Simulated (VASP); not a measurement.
## MgCd (space group R-3m): computed properties

All values below come from PBEsol GGA, VASP's PBE PAW potentials (set 64) (plane waves; VASP).

```json
{
  "space_group": "R-3m (166)",
  "cell": "a = 3.201 Å, b = 3.201 Å, c = 14.272 Å, α = 90.00°, β = 90.00°, γ = 120.00°",
  "volume_per_atom": "21.11 Å³/atom",
  "band gap (over mesh and band path)": "none (metal, semimetal or under 0.01 eV)",
  "band_gap_with_spin_orbit_coupling": "none (metallic)",
  "density": "5.38 g/cm³"
}
```

```cif
data_Cd3Mg3
_chemical_formula_sum 'Mg3 Cd3'
_space_group_name_H-M_alt 'R-3m :H'
_space_group_IT_number 166
_space_group_name_Hall '-R 3 2"'
_cell_length_a 3.20116
_cell_length_b 3.20116
_cell_length_c 14.27236
_cell_angle_alpha 90.000
_cell_angle_beta 90.000
_cell_angle_gamma 120.000
loop_
_atom_site_label
_atom_site_type_symbol
_atom_site_symmetry_multiplicity
_atom_site_Wyckoff_symbol
_atom_site_fract_x
_atom_site_fract_y
_atom_site_fract_z
_atom_site_occupancy
Mg1 Mg 3 b 0.00000 0.00000 0.50000 1
Cd1 Cd 3 a 0.00000 0.00000 0.00000 1
```
(The calculation used a cell of 2 atoms; values per cell refer to that cell.)

The structure comes from a computed database's MgCd entry (R-3m); how it stands against other phases isn't given here. It was relaxed first. Symmetry was kept, so distortions that lower it aren't found.
